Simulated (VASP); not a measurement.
# Si (Fd-3m) in VASP: single point with PBE

Aim: the single point of Si with PBE.

Program: VASP 6.6.1. These are calculated values, not measurements. Logs are shortened: lines on timing, memory, paths and dates and some standing lists are left out, and cuts for length are marked.

**1. Starting point**

It takes space group Fd-3m (No. 227, cubic). Conventional cell: a = 5.469 Å, b = 5.469 Å, c = 5.469 Å, α = 90.00°, β = 90.00°, γ = 90.00°. Around Si (site symmetry -43m) lie 4 Si at 2.37 Å.

**2. Single point, PBE**

The input, INCAR:

```
SYSTEM = Si
ALGO = Fast ; EDIFF = 1E-6
ENCUT = 450 ; GGA = PE
ICORELEVEL = 1 ; ISIF = 2
ISMEAR = 0 ; LASPH = .True.
LCHARG = .False. ; LREAL = Auto
LWAVE = .False. ; NELM = 80
PREC = Normal ; SIGMA = 0.01
```

The input, KPOINTS:

```
k-points
0
Gamma
  2 2 2
  0 0 0
```

The input, POSCAR:

```
Si
1.0
   -5.4685940000      5.4685940000      0.0000000000
   -5.4685940000      0.0000000000      5.4685940000
    0.0000000000      5.4685940000      5.4685940000
Si
16
Direct
    0.6250000000      0.6250000000      0.1250000000
    0.1250000000      0.6250000000      0.1250000000
    0.6250000000      0.1250000000      0.1250000000
    0.6250000000      0.6250000000      0.6250000000
    0.1250000000      0.1250000000      0.1250000000
    0.1250000000      0.6250000000      0.6250000000
    0.6250000000      0.1250000000      0.6250000000
    0.1250000000      0.1250000000      0.6250000000
    0.7500000000      0.7500000000      0.7500000000
    0.2500000000      0.7500000000      0.7500000000
    0.7500000000      0.2500000000      0.7500000000
    0.7500000000      0.7500000000      0.2500000000
    0.2500000000      0.2500000000      0.7500000000
    0.2500000000      0.7500000000      0.2500000000
    0.7500000000      0.2500000000      0.2500000000
    0.2500000000      0.2500000000      0.2500000000
```

Potentials or basis: VASP PAW PBE potentials, release 64 (Si).

The run is started by

```console
$ cat potpaw_PBE.64/Si/POTCAR > POTCAR
$ mpirun -np 1 vasp_std > vasp.out
```

OUTCAR:

```text
SYSTEM = Si
   EDIFF = 1E-6
   ENCUT = 450
   GGA = PE
   ISIF = 2
   ISMEAR = 0
   LASPH = .True.
   LREAL = Auto
   NELM = 80
   PREC = Normal

 ion  position               nearest neighbor table
   1  0.625  0.625  0.125-   9 2.37  12 2.37  14 2.37  15 2.37
   2  0.125  0.625  0.125-  10 2.37  12 2.37  14 2.37  16 2.37
   3  0.625  0.125  0.125-  11 2.37  12 2.37  15 2.37  16 2.37
   4  0.625  0.625  0.625-   9 2.37  10 2.37  11 2.37  12 2.37
   5  0.125  0.125  0.125-  13 2.37  14 2.37  15 2.37  16 2.37
   6  0.125  0.625  0.625-   9 2.37  10 2.37  13 2.37  14 2.37
[... 8 lines left out ...]
  15  0.750  0.250  0.250-   1 2.37   3 2.37   5 2.37   7 2.37
  16  0.250  0.250  0.250-   2 2.37   3 2.37   5 2.37   8 2.37

  LATTYP: Found a face centered cubic cell.
 ALAT       =    10.9371880000

  Lattice vectors:

 A1 = (  -5.4685940000,   5.4685940000,   0.0000000000)
 A2 = (  -5.4685940000,   0.0000000000,   5.4685940000)
 A3 = (   0.0000000000,   5.4685940000,   5.4685940000)

Analysis of symmetry for initial positions (statically):
=====================================================================
 Subroutine PRICEL returns following result:

  LATTYP: Found a face centered cubic cell.
 ALAT       =     5.4685940000

  Lattice vectors:

 A1 = (  -2.7342970000,   2.7342970000,   0.0000000000)
 A2 = (  -2.7342970000,   0.0000000000,   2.7342970000)
 A3 = (   0.0000000000,   2.7342970000,   2.7342970000)

   8 primitive cells build up your supercell.

 Routine SETGRP: Setting up the symmetry group for a
 face centered cubic supercell.

 Subroutine GETGRP returns: Found 48 space group operations
 (whereof 24 operations were pure point group operations)
 out of a pool of 48 trial point group operations.

The static configuration has the point symmetry T_d .
 The point group associated with its full space group is O_h .

Analysis of symmetry for dynamics (positions and initial velocities):
=====================================================================
 Subroutine PRICEL returns following result:

  LATTYP: Found a face centered cubic cell.
 ALAT       =     5.4685940000

  Lattice vectors:

 A1 = (  -2.7342970000,   2.7342970000,   0.0000000000)
 A2 = (  -2.7342970000,   0.0000000000,   2.7342970000)
 A3 = (   0.0000000000,   2.7342970000,   2.7342970000)

   8 primitive cells build up your supercell.

 Routine SETGRP: Setting up the symmetry group for a
 face centered cubic supercell.

 Subroutine GETGRP returns: Found 48 space group operations
 (whereof 24 operations were pure point group operations)
 out of a pool of 48 trial point group operations.

The dynamic configuration has the point symmetry T_d .
 The point group associated with its full space group is O_h .

 Subroutine INISYM returns: Found 48 space group operations
 (whereof 24 operations are pure point group operations),
 and found     8 'primitive' translations

----------------------------------------------------------------------------------------

                                     Primitive cell

  volume of cell :      40.8853

  direct lattice vectors                    reciprocal lattice vectors
    -2.734297000  2.734297000  0.000000000    -0.182862359  0.182862359 -0.182862359
    -2.734297000  0.000000000  2.734297000    -0.182862359 -0.182862359  0.182862359
     0.000000000  2.734297000  2.734297000     0.182862359  0.182862359  0.182862359

  length of vectors
     3.866879901  3.866879901  3.866879901     0.316726897  0.316726897  0.316726897

  position of ions in fractional coordinates (direct lattice)
     0.250000000  0.250000000  0.250000000
     0.500000000  0.500000000  0.500000000

  ion indices of the primitive-cell ions
   primitive index   ion index
                 1           1
                 2          12

----------------------------------------------------------------------------------------

 KPOINTS: k-points

Automatic generation of k-mesh.
 Grid dimensions read from file:
 generate k-points for:    2    2    2

 Generating k-lattice:

  Cartesian coordinates                     Fractional coordinates (reciprocal lattice)
    -0.045715590  0.045715590 -0.045715590     0.500000000  0.000000000  0.000000000
    -0.045715590 -0.045715590  0.045715590     0.000000000  0.500000000  0.000000000
     0.045715590  0.045715590  0.045715590     0.000000000  0.000000000  0.500000000

  Length of vectors
     0.079181724  0.079181724  0.079181724

  Shift w.r.t. Gamma in fractional coordinates (k-lattice)
     0.000000000  0.000000000  0.000000000

 Subroutine IBZKPT returns following result:
 ===========================================

 Found      3 irreducible k-points:

 Following reciprocal coordinates:
            Coordinates               Weight
  0.000000  0.000000  0.000000      1.000000
  0.500000  0.000000  0.000000      4.000000
  0.500000  0.500000  0.000000      3.000000
   k-points           NKPTS =      3   k-points in BZ     NKDIM =      3   number of bands    NBANDS=     41
   number of dos      NEDOS =    301   number of ions     NIONS =     16
   total plane-waves  NPLWV =  64000
   dimension x,y,z NGX =    40 NGY =   40 NGZ =   40
   dimension x,y,z NGXF=    80 NGYF=   80 NGZF=   80
   ions per type =              16
   NGX,Y,Z   is equivalent  to a cutoff of   8.60,  8.60,  8.60 a.u.
   NGXF,Y,Z  is equivalent  to a cutoff of  17.20, 17.20, 17.20 a.u.
 SYSTEM =  Si
   PREC   = normal    normal or accurate (medium, high low for compatibility)
   ISTART =      0    job   : 0-new  1-cont  2-samecut
   ICHARG =      2    charge: 1-file 2-atom 10-const
   ISPIN  =      1    spin polarized calculation?
   LNONCOLLINEAR =      F non collinear calculations
   LSORBIT =      F    spin-orbit coupling
   LASPH  =      T    aspherical Exc in radial PAW
   ENCUT  =  450.0 eV  33.07 Ry    5.75 a.u.  13.38 13.38 13.38*2*pi/ulx,y,z
   NELM   =     80;   NELMIN=  2; NELMDL= -5     # of ELM steps
   EDIFF  = 0.1E-05   stopping-criterion for ELM
   LREAL  =      T    real-space projection
   EDIFFG = 0.1E-04   stopping-criterion for IOM
   NSW    =      0    number of steps for IOM
   IBRION =     -1    ionic relax: 0-MD 1-quasi-New 2-CG
   NFREE  =      0    steps in history (QN), initial steepest desc. (CG)
   ISIF   =      2    stress and relaxation
   ISYM   =      2    0-nonsym 1-usesym 2-fastsym
   POTIM  = 0.5000    time-step for ionic-motion
   TEBEG  =    0.0;   TEEND  =   0.0 temperature during run
   PSTRESS=    0.0 pullay stress
   NELECT =      64.0000    total number of electrons
   NUPDOWN=      -1.0000    fix difference up-down
   EMIN   =  10.00;   EMAX   =-10.00  energy-range for DOS
   EFERMI =   0.00;   METHOD = LEGACY
   ISMEAR =     0;   SIGMA  =   0.01  broadening in eV -4-tet -1-fermi 0-gaus
   EFERMI_NEDOS =   21; number of points for ismear=-14 and -15
   IALGO  =     68    algorithm
   IMIX   =      4    mixing-type and parameters
     AMIX     =   0.40;   BMIX     =  1.00
     AMIX_MAG =   1.60;   BMIX_MAG =  1.00
  volume/ion in A,a.u.               =      20.44       137.95
  Fermi-wavevector in a.u.,A,eV,Ry     =   0.950421  1.796034 12.290132  0.903299
  Thomas-Fermi vector in A             =   2.078796
   LORBIT       =      0    0 simple, 1 ext, 2 COOP (PROOUT), +10 PAW based schemes
   GGA     = PE    functional components
   LHFCALC =     F    Hartree Fock is set to
   AEXX    =    0.0000 exact exchange contribution
   IVDW    =     0    specifies the selected vdW correction
   LEPSILON=     F    determine dielectric tensor
   LRPA    =     F    only Hartree local field effects (RPA)
 non-spin polarized calculation
 RMM-DIIS sequential band-by-band and
 Gauss-broadening in eV      SIGMA  =   0.01
  energy-cutoff  :      450.00
  volume of cell :      327.08
 maximum number of plane-waves:      7120
   NGX = 27   NGY = 27   NGZ = 27

 number of electron      64.0000004 magnetization

 Free energy of the ion-electron system (eV)
  ---------------------------------------------------
  ext. energy  EPLUGINS =         0.00000000
  ---------------------------------------------------
  free energy    TOTEN  =       -85.31949485 eV

  energy without entropy =      -85.31949485  energy(sigma->0) =      -85.31949485

 the core state eigenenergies are
   1-  1s  -1774.0442  2s   -128.0425  2p    -84.0658
   2-  1s  -1774.0442  2s   -128.0425  2p    -84.0658
   3-  1s  -1774.0442  2s   -128.0425  2p    -84.0658
   4-  1s  -1774.0442  2s   -128.0425  2p    -84.0658
   5-  1s  -1774.0442  2s   -128.0425  2p    -84.0658
   6-  1s  -1774.0442  2s   -128.0425  2p    -84.0658
[... 8 lines left out ...]
  15-  1s  -1774.0442  2s   -128.0425  2p    -84.0658
  16-  1s  -1774.0442  2s   -128.0425  2p    -84.0658

 E-fermi :   5.7267     XC(G=0):  -9.3006

 val. band max:        5.6606850341   @ k =   0.0000   0.0000   0.0000
 cond. band min:       6.3951876238   @ k =   0.0000   0.0000   0.0000
 fundamental gap:      0.7345025897
 Fermi energy:         5.7266796165

 k-point     1 :       0.0000    0.0000    0.0000
  band No.  band energies     occupation
      1      -6.1630      2.00000
      2      -3.8812      2.00000
      3      -3.8812      2.00000
      4      -3.8812      2.00000
      5      -3.8812      2.00000
      6      -2.0909      2.00000
[... 33 lines left out ...]
     40       7.1209      0.00000
     41       7.1209      0.00000

 k-point     2 :       0.5000    0.0000    0.0000
  band No.  band energies     occupation
      1      -5.3775      2.00000
      2      -5.3775      2.00000
      3      -3.4962      2.00000
      4      -3.4962      2.00000
      5      -3.4962      2.00000
      6      -3.4962      2.00000
[... 33 lines left out ...]
     40       7.6123      0.00000
     41       9.1341      0.00000

 k-point     3 :       0.5000    0.5000    0.0000
  band No.  band energies     occupation
      1      -5.0996      2.00000
      2      -5.0996      2.00000
      3      -4.1570      2.00000
      4      -4.1570      2.00000
      5      -4.1570      2.00000
      6      -4.1570      2.00000
[... 33 lines left out ...]
     40       8.7791      0.00000
     41       9.9204      0.00000

------------------------ aborting loop because EDIFF is reached ----------------------------------------

  FORCE on cell =-STRESS in cart. coord.  units (eV):
  Direction    XX          YY          ZZ          XY          YZ          ZX
  --------------------------------------------------------------------------------------
  -------------------------------------------------------------------------------------
  Total        0.5755414      0.5755414      0.5755414      0.0000000     -0.0000000      0.0000000
  in kB        2.8192276      2.8192276      2.8192276      0.0000000     -0.0000000      0.0000000
  external PRESSURE =       2.8192276 kB  Pullay stress =       0.0000000 kB

 VOLUME and BASIS-vectors are now :
 -----------------------------------------------------------------------------
  energy-cutoff  :      450.00
  volume of cell :      327.08
      direct lattice vectors                 reciprocal lattice vectors
    -5.468594000  5.468594000  0.000000000    -0.091431180  0.091431180 -0.091431180
    -5.468594000  0.000000000  5.468594000    -0.091431180 -0.091431180  0.091431180
     0.000000000  5.468594000  5.468594000     0.091431180  0.091431180  0.091431180

 POSITION                                       TOTAL-FORCE (eV/Angst)
 -----------------------------------------------------------------------------------
     -6.83574      4.10145      4.10145        -0.000000      0.000000      0.000000
     -4.10145      1.36715      4.10145        -0.000000      0.000000      0.000000
     -4.10145      4.10145      1.36715        -0.000000      0.000000      0.000000
     -6.83574      6.83574      6.83574        -0.000000      0.000000      0.000000
     -1.36715      1.36715      1.36715        -0.000000      0.000000      0.000000
     -4.10145      4.10145      6.83574        -0.000000      0.000000      0.000000
[... 8 lines left out ...]
     -5.46859      5.46859      2.73430         0.000000     -0.000000     -0.000000
     -2.73430      2.73430      2.73430         0.000000      0.000000     -0.000000
 -----------------------------------------------------------------------------------
    total drift:                                0.000000     -0.000000      0.000000

  FREE ENERGIE OF THE ION-ELECTRON SYSTEM (eV)
  ---------------------------------------------------
  free  energy   TOTEN  =       -85.3194948548 eV

  energy  without entropy=      -85.3194948548  energy(sigma->0) =      -85.31949485
```

It took 14 s on 1 thread of Intel Xeon 6975P-C (Granite Rapids), shared host; peak memory 0.23 GiB.

Results:

| Property | Result |
| --- | --- |
| Free energy | -85.3195 eV |
| Pressure | 0.3 GPa |
| Band gap on the k mesh | 0.73 eV |

Levels at points of the mesh, in eV from the valence-band top:
| k point | band 29 | band 30 | band 31 | band 32 | band 33 | band 34 | band 35 | band 36 |
| --- | --- | --- | --- | --- | --- | --- | --- | --- |
| (0.00, 0.00, 0.00) | -1.18 | 0.00 | 0.00 | 0.00 | 0.73 | 0.73 | 0.73 | 0.73 |
| (0.50, 0.00, 0.00) | -0.75 | -0.75 | -0.75 | -0.75 | 1.53 | 1.53 | 1.53 | 1.53 |
| (0.50, 0.50, 0.00) | -1.31 | -1.31 | -1.31 | -1.31 | 1.14 | 1.14 | 2.42 | 2.42 |

Core levels (eV, on the scale of the bands):
```csv
atom,levels
1 Si,"1s -1774.0, 2s -128.0, 2p -84.1"
2 Si,"1s -1774.0, 2s -128.0, 2p -84.1"
3 Si,"1s -1774.0, 2s -128.0, 2p -84.1"
4 Si,"1s -1774.0, 2s -128.0, 2p -84.1"
5 Si,"1s -1774.0, 2s -128.0, 2p -84.1"
6 Si,"1s -1774.0, 2s -128.0, 2p -84.1"
```

Caveat: the k mesh is coarse (spacing up to 0.50 Å⁻¹), so the values aren't converged. A k mesh can miss the band edges.
